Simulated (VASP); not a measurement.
Computed with PBE GGA, VASP's PBE PAW potentials (set 64) (plane waves; VASP).

The input files of a VASP run:

### INCAR
```
SYSTEM=KBr
PREC=Accurate; ENCUT=300; LREAL=.False.
LASPH=.True.
EDIFF=1E-6; NELM=100; ALGO=Normal
LMAXMIX=4
ISMEAR=-1; SIGMA=0.05
GGA=PE
ISIF=2
LWAVE=.False.; LCHARG=.False.
```

KPOINTS:
```
Regular mesh
0
gamma
  4 4 4
```

**POSCAR**
```
KBr
1
    0.0000000000     3.3016500000     3.3016500000
    3.3016500000     0.0000000000     3.3016500000
    3.3016500000     3.3016500000     0.0000000000
K Br
1 1
Direct
  0.0000000000   0.0000000000   0.0000000000
  0.5000000000   0.5000000000   0.5000000000
```

POTCAR, in this order: K_sv Br (PBE.64 set). Program: vasp_std.

What VASP printed:

**OUTCAR**
```
 ion  position               nearest neighbor table
   1  0.000  0.000  0.000-   2 3.30   2 3.30   2 3.30   2 3.30   2 3.30   2 3.30
   2  0.500  0.500  0.500-   1 3.30   1 3.30   1 3.30   1 3.30   1 3.30   1 3.30
  LATTYP: Found a face centered cubic cell.
 ALAT       =     6.6033000000
 Subroutine PRICEL returns:
 Original cell was already a primitive cell.
 Subroutine GETGRP returns: Found 48 space group operations
The static configuration has the point symmetry O_h .
The dynamic configuration has the point symmetry O_h .
 Subroutine INISYM returns: Found 48 space group operations
 Subroutine IBZKPT returns following result:
 Found      8 irreducible k-points:

 Following reciprocal coordinates:
            Coordinates               Weight
  0.000000  0.000000  0.000000      1.000000
  0.250000  0.000000  0.000000      8.000000
  0.500000  0.000000  0.000000      4.000000
  0.250000  0.250000  0.000000      6.000000
  0.500000  0.250000  0.000000     24.000000
 -0.250000  0.250000  0.000000     12.000000
  0.500000  0.500000  0.000000      3.000000
 -0.250000  0.500000  0.250000      6.000000
   k-points           NKPTS =      8   k-points in BZ     NKDIM =      8   number of bands    NBANDS=     12
...
```

File OSZICAR:
```
       N       E                     dE             d eps       ncg     rms          rms(c)
DAV:   1     0.746358021301E+02    0.74636E+02   -0.50661E+03   192   0.747E+02
DAV:   2    -0.129670853241E+01   -0.75933E+02   -0.71703E+02   228   0.216E+02
DAV:   3    -0.620105201232E+01   -0.49043E+01   -0.48812E+01   248   0.517E+01
DAV:   4    -0.638688324395E+01   -0.18583E+00   -0.18560E+00   312   0.969E+00
DAV:   5    -0.638820898473E+01   -0.13257E-02   -0.13257E-02   252   0.871E-01    0.326E+00
DAV:   6    -0.621503003858E+01    0.17318E+00   -0.28003E-01   232   0.273E+00    0.237E+00
DAV:   7    -0.620373053537E+01    0.11300E-01   -0.13690E-01   244   0.210E+00    0.106E+00
DAV:   8    -0.621303728493E+01   -0.93067E-02   -0.15551E-02   252   0.967E-01    0.122E-01
DAV:   9    -0.621371548437E+01   -0.67820E-03   -0.66978E-04   248   0.166E-01    0.813E-02
DAV:  10    -0.621417111481E+01   -0.45563E-03   -0.52823E-04   224   0.157E-01    0.160E-02
DAV:  11    -0.621417687404E+01   -0.57592E-05   -0.16114E-05   272   0.239E-02    0.394E-03
DAV:  12    -0.621418000642E+01   -0.31324E-05   -0.36111E-06   220   0.145E-02    0.460E-03
DAV:  13    -0.621418000669E+01   -0.26557E-09   -0.28580E-07   176   0.344E-03
   1 F= -.62141800E+01 E0= -.62141800E+01  d E =-.107046E-10
```

### OUTCAR
```
------------------------ aborting loop because EDIFF is reached ----------------------------------------
  FORCE on cell =-STRESS in cart. coord.  units (eV):
  Direction    XX          YY          ZZ          XY          YZ          ZX
  --------------------------------------------------------------------------------------
  Total        0.2724323      0.2724323      0.2724323     -0.0000000     -0.0000000      0.0000000
  in kB        6.0638174      6.0638174      6.0638174     -0.0000000     -0.0000000      0.0000000
  external PRESSURE =       6.0638174 kB  Pullay stress =       0.0000000 kB
  volume of cell :       71.98
      direct lattice vectors                 reciprocal lattice vectors
     0.000000000  3.301650000  3.301650000    -0.151439432  0.151439432  0.151439432
     3.301650000  0.000000000  3.301650000     0.151439432 -0.151439432  0.151439432
     3.301650000  3.301650000  0.000000000     0.151439432  0.151439432 -0.151439432
  FREE ENERGIE OF THE ION-ELECTRON SYSTEM (eV)
  ---------------------------------------------------
  free  energy   TOTEN  =        -6.2141800067 eV

  energy  without entropy=       -6.2141800067  energy(sigma->0) =       -6.21418001
```
(Selected blocks of OUTCAR.)

At this cut-off the stress carries a Pulay error, which pulls relaxed volumes low.

The structure is a typed KBr crystal (Fm-3m). The cell was not relaxed at this level. The run is one of a series of settings (KPOINTS 4×4×4 Γ-centred mesh against the base run), some of them coarse on purpose.
